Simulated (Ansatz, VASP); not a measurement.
## SnSe in two plane-wave programs

One calculation is typed for both programs; each brings its own data sets. How far apart do they land? The cell is taken from a series of runs on this material, whose earlier steps may have relaxed, scaled, displaced or heated it; both programs get it as it stands.

Program: Ansatz 0.2.0. Level of theory: plane waves, with VASP 6.6.1 beside it; PBE, spin-orbit coupling. Results are calculated unless marked as measured.

## Step 1: Starting point

The structure is orthorhombic, space group Pnma (No. 62). Conventional cell: a = 11.502 Å, b = 4.154 Å, c = 4.444 Å, α = 90.00°, β = 90.00°, γ = 90.00°. Sn has 5 Se at 2.77 to 3.32 Å nearest. Se has 5 Sn at 2.77 to 3.32 Å nearest. Farther neighbours and most contacts between anions are not listed.

As a file:

```xyz
8
Lattice="11.5022 0.0000 0.0000 0.0000 4.1540 0.0000 0.0000 0.0000 4.4445" Properties=species:S:1:pos:R:3 pbc="T T T"
Sn    7.1094    3.1155    1.7668
Sn   10.1439    1.0385    3.9891
Sn    4.3928    1.0385    2.6777
Sn    1.3583    3.1155    0.4554
Se    1.6489    1.0385    2.3254
Se    7.4000    1.0385    4.3414
Se    4.1022    3.1155    0.1031
Se    9.8533    3.1155    2.1191
```

## Step 2: VASP: single point, PBE, spin-orbit coupling

With cell and atoms fixed, the geometry can't cause a difference; cores, projectors, grids and the points listed under the comparison can.

Lines of VASP's logs that name or quote its potential files are left out, and so is its time.

Input file INCAR:

```
SYSTEM = SnSe
PREC = Accurate
ENCUT = 500
EDIFF = 1E-06
NELM = 200
ISMEAR = -1
SIGMA = 0.02
LREAL = .FALSE.
ALGO = Normal
GGA = PE
LNONCOLLINEAR = .TRUE.
MAGMOM = 0 0 0 0 0 0 0 0 0 0 0 0 0 0 0 0 0 0 0 0 0 0 0 0
NBANDS = 98
GGA_COMPAT = .FALSE.
LASPH = .TRUE.
LSORBIT = .TRUE.
LORBIT = 11
LWAVE = .FALSE.
LCHARG = .FALSE.
ISIF = 2
EFERMI = MIDGAP
KPAR = 2
```

Input file POSCAR:

```
SnSe
1.0
   11.5022000000      0.0000000000      0.0000000000
    0.0000000000      4.1540000000      0.0000000000
    0.0000000000      0.0000000000      4.4445000000
Sn Se
4 4
Direct
    0.6180906623      0.7500000000      0.3975350380
    0.8819093377      0.2500000000      0.8975350380
    0.3819093377      0.2500000000      0.6024649620
    0.1180906623      0.7500000000      0.1024649620
    0.1433532693      0.2500000000      0.5232051378
    0.6433532693      0.2500000000      0.9767948622
    0.3566467307      0.7500000000      0.0232051378
    0.8566467307      0.7500000000      0.4767948622
```

Input file KPOINTS:

```
Automatic mesh
0
Gamma
2 6 6
0 0 0
```

The projector-augmented-wave data sets are Sn_d and Se (PBE family, release 64).

The run is started by

```bash
mpirun -np 2 vasp_ncl
```

Numbers of over 12 decimals in the logs are rounded to 6 here.

What it wrote:

```text
[banner, memory and clock lines left out]
running    2 mpi-ranks, on    1 nodes
 distrk:  each k-point on    1 cores,    2 groups
 distr:  one band on    1 cores,    1 groups

 POSCAR found type information on POSCAR SnSe
 POSCAR found :  2 types and       8 ions
 LDA part: xc-table for (Slater+PW92), standard interpolation
 POSCAR, INCAR and KPOINTS ok, starting setup
 FFT: planning ... GRIDC
 FFT: planning ... GRID_SOFT
 FFT: planning ... GRID
 WAVECAR not read
 entering main loop
       N       E                     dE             d eps       ncg     rms          rms(c)
DAV:   1     0.989224508122E+03    0.98922E+03   -0.34012E+04  6752   0.207E+03
DAV:   2     0.172819745993E+03   -0.81640E+03   -0.79262E+03  6272   0.634E+02
DAV:   3    -0.141733821104E+02   -0.18699E+03   -0.17713E+03  7104   0.229E+02
DAV:   4    -0.329896856328E+02   -0.18816E+02   -0.18280E+02  7406   0.714E+01
DAV:   5    -0.337303920545E+02   -0.74071E+00   -0.73250E+00  7298   0.142E+01    0.657E+00
DAV:   6    -0.330384604061E+02    0.69193E+00   -0.13302E+00  8046   0.590E+00    0.403E+00
DAV:   7    -0.330350389494E+02    0.34215E-02   -0.65488E-01  8592   0.281E+00    0.175E+00
DAV:   8    -0.330311316262E+02    0.39073E-02   -0.36923E-02  7424   0.123E+00    0.816E-01
DAV:   9    -0.330325459706E+02   -0.14143E-02   -0.14048E-02  7530   0.552E-01    0.194E-01
DAV:  10    -0.330324382511E+02    0.10772E-03   -0.29937E-03  7960   0.337E-01    0.897E-02
DAV:  11    -0.330325335174E+02   -0.95266E-04   -0.54870E-04  7234   0.134E-01    0.245E-02
DAV:  12    -0.330325413758E+02   -0.78583E-05   -0.45785E-05  8736   0.337E-02    0.137E-02
DAV:  13    -0.330325411099E+02    0.26583E-06   -0.85046E-06  6132   0.107E-02
   1 F= -.33032541E+02 E0= -.33032541E+02  d E =-.650992E-06  mag=    -0.0000     0.0000     0.0000
```

From OUTCAR (step 2):

```text
ion  position               nearest neighbor table
   1  0.618  0.750  0.398-   8 2.77   6 2.81   6 2.81   3 3.54   3 3.54
   2  0.882  0.250  0.898-   6 2.77   8 2.81   8 2.81   4 3.54   4 3.54
   3  0.382  0.250  0.602-   5 2.77   7 2.81   7 2.81   1 3.54   1 3.54
   4  0.118  0.750  0.102-   7 2.77   5 2.81   5 2.81   2 3.54   2 3.54
   5  0.143  0.250  0.523-   3 2.77   4 2.81   4 2.81
   6  0.643  0.250  0.977-   2 2.77   1 2.81   1 2.81
   7  0.357  0.750  0.023-   4 2.77   3 2.81   3 2.81
   8  0.857  0.750  0.477-   1 2.77   2 2.81   2 2.81

  LATTYP: Found a simple orthorhombic cell.
 ALAT       =     4.1540000000
 B/A-ratio  =     1.0699325951
 C/A-ratio  =     2.7689455946

 Subroutine GETGRP returns: Found  8 space group operations
 (whereof  2 operations were pure point group operations)

The static configuration has the point symmetry S_2 .
 The point group associated with its full space group is D_2h.

 Found     32 irreducible k-points:

   k-points           NKPTS =     32   k-points in BZ     NKDIM =     32   number of bands    NBANDS=     98

   dimension x,y,z NGX =    84 NGY =   30 NGZ =   32
   dimension x,y,z NGXF=   168 NGYF=   60 NGZF=   64

   ENCUT  =  500.0 eV  36.75 Ry    6.06 a.u.  20.97  7.57  8.10*2*pi/ulx,y,z

   NELECT =      80.0000    total number of electrons

 k-points in reciprocal lattice and weights: Automatic mesh
   0.00000000  0.00000000  0.00000000       0.014
   0.50000000  0.00000000  0.00000000       0.014
   0.00000000  0.16666667  0.00000000       0.028
   0.50000000  0.16666667  0.00000000       0.028
   0.00000000  0.33333333  0.00000000       0.028
   0.50000000  0.33333333  0.00000000       0.028
   0.00000000  0.50000000  0.00000000       0.014
   0.50000000  0.50000000  0.00000000       0.014
   0.00000000  0.00000000  0.16666667       0.028
[...]
0.00000000  0.50000000  0.50000000       0.014
   0.50000000  0.50000000  0.50000000       0.014

 average (electrostatic) potential at core
       1-101.4346       2-101.4346       3-101.4346       4-101.4346       5 -52.5926
       6 -52.5926       7 -52.5926       8 -52.5926

 E-fermi :   5.7804

 k-point     1 :       0.0000    0.0000    0.0000
  band No.  band energies     occupation
    ...
     76       4.3081      1.00000
     77       4.7899      1.00000
     78       4.7899      1.00000
     79       5.0122      1.00000
     80       5.0122      1.00000
     81       6.1377      0.00000
     82       6.1377      0.00000
     83       8.3677      0.00000
     84       8.3677      0.00000
     85       8.5770      0.00000
    ...

 k-point     2 :       0.5000    0.0000    0.0000
  band No.  band energies     occupation
    ...
     76       3.7085      1.00000
     77       4.9566      1.00000
     78       4.9566      1.00000
     79       4.9566      1.00000
     80       4.9566      1.00000
     81       8.0480      0.00000
     82       8.0480      0.00000
     83       8.0480      0.00000
     84       8.0480      0.00000
     85       8.2154      0.00000
    ...

 k-point     3 :       0.0000    0.1667    0.0000
  band No.  band energies     occupation
    ...
     76       4.7095      1.00000
     77       4.8399      1.00000
     78       4.8399      1.00000
     79       4.8960      1.00000
     80       4.8960      1.00000
     81       6.3404      0.00000
     82       6.3404      0.00000
     83       7.4014      0.00000
     84       7.4014      0.00000
     85       8.2789      0.00000
    ...

  Total        3.1232001      2.9006480      2.5287889      0.0000000      0.0000000      0.0000000
  in kB       23.5635147     21.8844331     19.0788782      0.0000000      0.0000000      0.0000000
  external PRESSURE =      21.5089420 kB  Pullay stress =       0.0000000 kB

  energy-cutoff  :      500.00
  volume of cell :      212.36
      direct lattice vectors                 reciprocal lattice vectors
    11.502200000  0.000000000  0.000000000     0.086939890  0.000000000  0.000000000
     0.000000000  4.154000000  0.000000000     0.000000000  0.240731825  0.000000000
     0.000000000  0.000000000  4.444500000     0.000000000  0.000000000  0.224997188

 POSITION                                       TOTAL-FORCE (eV/Angst)
 -----------------------------------------------------------------------------------
      7.10940      3.11550      1.76684        -0.022378      0.000000      0.008443
     10.14390      1.03850      3.98909         0.022378     -0.000000      0.008443
      4.39280      1.03850      2.67766         0.022378     -0.000000     -0.008443
      1.35830      3.11550      0.45541        -0.022378      0.000000     -0.008443
      1.64888      1.03850      2.32539        -0.017793      0.000000     -0.001974
      7.39998      1.03850      4.34136        -0.017793      0.000000      0.001974
      4.10222      3.11550      0.10314         0.017793      0.000000     -0.001974
      9.85332      3.11550      2.11911         0.017793      0.000000      0.001974
 -----------------------------------------------------------------------------------
    total drift:                                0.000000      0.000000     -0.000000

  FREE ENERGIE OF THE ION-ELECTRON SYSTEM (eV)
  ---------------------------------------------------
  free  energy   TOTEN  =       -33.0325411099 eV

  energy  without entropy=      -33.0325404589  energy(sigma->0) =      -33.03254078

 Spin-Orbit-Coupling matrix elements
 Ion:    1  E_soc:     -0.0882209
 Ion:    2  E_soc:     -0.0882209
 Ion:    3  E_soc:     -0.0882209
 Ion:    4  E_soc:     -0.0882209
 Ion:    5  E_soc:     -0.0420972
 Ion:    6  E_soc:     -0.0420972
 Ion:    7  E_soc:     -0.0420972
 Ion:    8  E_soc:     -0.0420972

 total charge
# of ion       s       p       d       tot
------------------------------------------
    1        1.347   0.748   9.995  12.090
    2        1.347   0.748   9.995  12.090
    3        1.347   0.748   9.995  12.090
    4        1.347   0.748   9.995  12.090
    5        1.473   2.324   0.025   3.822
    6        1.473   2.324   0.025   3.822
    7        1.473   2.324   0.025   3.822
    8        1.473   2.324   0.025   3.822
--------------------------------------------------
tot         11.279  12.289  40.082  63.649

 magnetization (x)
# of ion       s       p       d       tot
------------------------------------------
    1        0.000   0.000   0.000   0.000
    2        0.000   0.000   0.000   0.000
    3        0.000   0.000   0.000   0.000
    4        0.000   0.000   0.000   0.000
    5        0.000   0.000   0.000   0.000
    6        0.000   0.000   0.000   0.000
    7        0.000   0.000   0.000   0.000
    8        0.000   0.000   0.000   0.000
--------------------------------------------------
tot          0.000   0.000   0.000   0.000

 magnetization (y)
# of ion       s       p       d       tot
------------------------------------------
    1       -0.000  -0.000  -0.000  -0.000
    2        0.000   0.000   0.000   0.000
    3       -0.000  -0.000  -0.000  -0.000
    4        0.000   0.000   0.000   0.000
    5        0.000   0.000  -0.000   0.000
    6       -0.000  -0.000   0.000  -0.000
    7       -0.000  -0.000   0.000  -0.000
    8        0.000   0.000  -0.000   0.000
--------------------------------------------------
tot          0.000   0.000   0.000   0.000

 magnetization (z)
# of ion       s       p       d       tot
------------------------------------------
    1        0.000   0.000   0.000   0.000
    2        0.000   0.000   0.000   0.000
    3        0.000   0.000   0.000   0.000
    4        0.000   0.000   0.000   0.000
    5        0.000   0.000   0.000   0.000
    6        0.000   0.000   0.000   0.000
    7        0.000   0.000   0.000   0.000
    8        0.000   0.000   0.000   0.000
--------------------------------------------------
tot          0.000   0.000   0.000   0.000

[... 3 further parts left out ...]
```

The run ends at a pressure of 2.15 GPa, with forces up to 0.024 eV/Å.

(Continued in part 2 of 2.)

[Lines on the potential files, build, host, timing and source positions are cut from VASP's logs without a mark.]

[Logs are printed without paths, hosts, clocks, repeated set-up lines and the standing remarks that a program may print on its own settings, such as how far it seeks lower states.]

[Hosts, paths, dates, database ids (printed as entryN), source tags and the programs' standing remarks are cut or masked in the printed files.]
